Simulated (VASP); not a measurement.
Mg2ZnTeS2:

```
CELL_PARAMETERS angstrom
3.14829 -5.45094 0.00000
3.14829 5.45094 0.00000
0.00000 0.00000 3.57188
ATOMIC_POSITIONS crystal
Mg 0.16696 0.83304 0.00000
Mg 0.83304 0.16696 0.00000
Zn 0.00000 0.00000 0.50000
Te 0.50000 0.50000 0.00000
S 0.00000 0.50000 0.50000
S 0.50000 0.00000 0.50000
```

The cell was built by a generator and needn't be a form met in nature.

- Program: VASP 6.6.1
- Task: relaxation of cell and atoms
- Functional: PBE
- Potentials or basis: VASP PAW PBE potentials, release 64 (Mg, Zn, Te, S)
- Cutoff: 520 eV
- k mesh: 3 × 3 × 4
- Occupations: gaussian, width 0.15 eV
- Spin: no spin polarisation

At the start: pressure 2.9 GPa; volume 20.43 Å³/atom.

Problem. How do energy, volume and symmetry change on relaxing?

Solution. Over 23 steps the energy falls by 154.9 meV/atom and the volume is 23.34 Å³/atom (+14.2 %); space group Cmmm (No. 65, to 0.05 Å).

The path:
```
step  energy change (eV)  largest force (eV/Å)  pressure (GPa)  volume (Å³)
   1              0.0000                1.4850            2.93       122.60
   2             -0.3084                0.9662            0.77       129.32
   3             -0.4540                0.5353           -2.07       138.45
   4             -0.6182                0.1948           -0.17       134.27
   5             -0.6375                0.0012            1.75       132.04
   6             -0.7118                0.1937            1.55       135.28
   7             -0.6507                0.8172            2.88       143.98
   8             -0.7521                0.3754            1.94       138.45
   9             -0.7554                0.4869            1.75       140.15
  10             -0.7807                0.2234           -1.40       151.75
  11             -0.8056                0.3246           -0.19       147.00
  12             -0.8344                0.2992           -0.07       147.90
  13             -0.8900                0.1178           -0.39       150.48
  14             -0.8909                0.0059           -0.98       151.60
  15             -0.8928                0.0496           -0.97       151.12
  16             -0.9060                0.1125           -0.07       148.06
  17             -0.9055                0.1317            0.07       147.42
  18             -0.9136                0.1129           -0.08       146.74
  19             -0.9168                0.0927           -0.25       145.55
  20             -0.9222                0.0787           -0.31       144.57
  21             -0.9306                0.0320           -0.48       141.63
  22             -0.8987                0.1312           -0.50       135.78
  23             -0.9293                0.0048           -0.08       140.01
```

Final structure:
```
Mg Zn Te S
1.0
     2.79216   -6.96618    0.00000
     2.79216    6.96618    0.00000
     0.00000    0.00000    3.59918
Mg Zn Te S
2 1 1 2
Direct
  0.18013 0.81987 0.00000
  0.81987 0.18013 0.00000
  0.00000 0.00000 0.50000
  0.50000 0.50000 0.00000
  0.00000 0.50000 0.50000
  0.50000 0.00000 0.50000
```

Caveat: the k mesh is coarse (spacing up to 0.44 Å⁻¹), so the values aren't converged.
